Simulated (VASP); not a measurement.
Here is the system:

```xyz
8
Lattice="-0.0034 6.4138 6.4171 6.4138 -0.0034 6.4171 3.2052 3.2052 0.0000" Properties=species:S:1:pos:R:3 pbc="T T T"
In     6.4104     6.4104    12.8259
In     3.2663     6.3494     9.5709
In     6.3494     3.2663     9.5709
In     6.4104     6.4104     6.5294
Sb     1.6026     1.6026     1.6147
Sb     4.8017     1.6087     4.8121
Sb     1.6087     4.8017     4.8121
As     4.8078     4.8078     8.0181
```

Computed with PBEsol GGA, VASP's PBE PAW potentials (set 64) (plane waves; VASP). Numerical set-up: 400 eV cut-off, Gaussian smearing of 0.050 eV, potentials In_d Sb As.

Question: Give the energies of bands 29 to 42 at the high-symmetry points, in eV from the Fermi level.

Answer: 
```
band      Γ      Y     C0      Z     A0      T      S      R
----  -----  -----  -----  -----  -----  -----  -----  -----
29    -2.33  -2.83  -3.20  -2.97  -2.45  -2.41  -2.71  -2.89
30    -1.24  -2.75  -2.11  -2.92  -2.40  -2.34  -2.69  -2.72
31    -1.13  -1.84  -1.88  -2.90  -2.38  -2.32  -2.02  -2.66
32    -1.06  -1.64  -1.68  -2.78  -2.24  -2.23  -1.62  -2.61
33    -0.85  -1.31  -1.48  -2.76  -1.91  -1.21  -0.87  -2.02
34    -0.73  -1.30  -1.35  -2.66  -1.67  -1.03  -0.74  -1.82
35    -0.06  -1.07  -1.24  -1.28  -1.20  -1.01  -0.45  -1.65
36    -0.02  -0.92  -0.57  -0.93  -1.18  -0.87  -0.44  -1.60
37     0.02   1.38   1.32   1.77   0.96   0.23   0.39   1.52
38     0.52   1.58   1.95   2.17   1.36   0.60   1.09   1.62
39     0.64   1.79   2.01   3.35   1.42   1.19   1.66   1.85
40     1.29   2.19   2.07   3.45   1.52   1.34   1.87   1.88
41     1.35   2.38   2.44   3.64   1.71   1.34   3.44   3.32
42     3.07   2.60   2.82   3.97   1.79   1.36   3.63   3.49
```

It has no gap at this level: it comes out as a metal or semimetal.

The structure was generated: In4AsSb3 was put into an ordered model structure (Amm2), which need not be its known phase. It was relaxed first.
